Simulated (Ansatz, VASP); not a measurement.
# Li3TeCl in VASP and in Ansatz

File INCAR:

```
PREC = Accurate
ENCUT = 520
EDIFF = 1E-6
ISMEAR = 0
SIGMA = 0.05
LREAL = False
LASPH = True
NELM = 60
ALGO = Normal
ISIF = 2
LWAVE = False
LCHARG = True
GGA = CA
LELF = True
LVHAR = True
NBANDS = 19
```

KPOINTS

```
Automatic mesh
0
Gamma
  4 4 4
```

POSCAR

```
Li3TeCl
1.0
    5.8769852674      0.0000000000      0.0000000000
    0.0000000000      5.8769852674      0.0000000000
    0.0000000000      0.0000000000      5.8769852674
Cl Te Li
1 1 3
Direct
    0.0000000000      0.0000000000      0.0000000000
    0.5000000000      0.5000000000      0.5000000000
    0.5000000000      0.5000000000      0.0000000000
    0.5000000000      0.0000000000      0.5000000000
    0.0000000000      0.5000000000      0.5000000000
```

Input for Ansatz:

```yaml
crystal:
  lattice:
    - [5.8769852674, 0.0, 0.0]
    - [0.0, 5.8769852674, 0.0]
    - [0.0, 0.0, 5.8769852674]
  atoms:
    - { symbol: Cl, position: [0.0, 0.0, 0.0] }
    - { symbol: Te, position: [0.5, 0.5, 0.5] }
    - { symbol: Li, position: [0.5, 0.5, 0.0] }
    - { symbol: Li, position: [0.5, 0.0, 0.5] }
    - { symbol: Li, position: [0.0, 0.5, 0.5] }
basis:
  ecutwfc: 420
kpoints:
  mp_grid: { grid: [4, 4, 4] }
hamiltonian:
  xc: lda
scf:
  occupations: { method: gaussian, width: 0.05 }
output:
  forces: true
  stress: true
  eigenvalues: true
```

The cell comes from a database or a generator and needn't be the stable form of this composition.

Alike in both runs: task single point; functional LDA; k mesh 4 × 4 × 4; occupations gaussian, width 0.05 eV; no spin polarisation.

|  | VASP | Ansatz |
| --- | --- | --- |
| version | VASP 6.6.1 | Ansatz 0.2.0 |
| potentials or method | VASP PAW LDA potentials, release 64 (Cl, Te, Li_sv) | scalar-relativistic, plane waves, PAW |
| plane-wave cutoff (eV) | 520 | 420 |
| valence electrons in the cell | 22 | 32 |

|  | VASP | Ansatz | Ansatz less VASP |
| --- | --- | --- | --- |
| gap on the k mesh at the Fermi level (eV) | 2.46 | 2.45 | -0.013 |
| least direct gap on the mesh (eV) | 2.53 | 2.51 | -0.013 |

The two sets of potentials don't hold the same shells in valence.

Caveats: spin-orbit coupling is left out, which moves the levels of the heavy elements. A k mesh can miss the band edges.
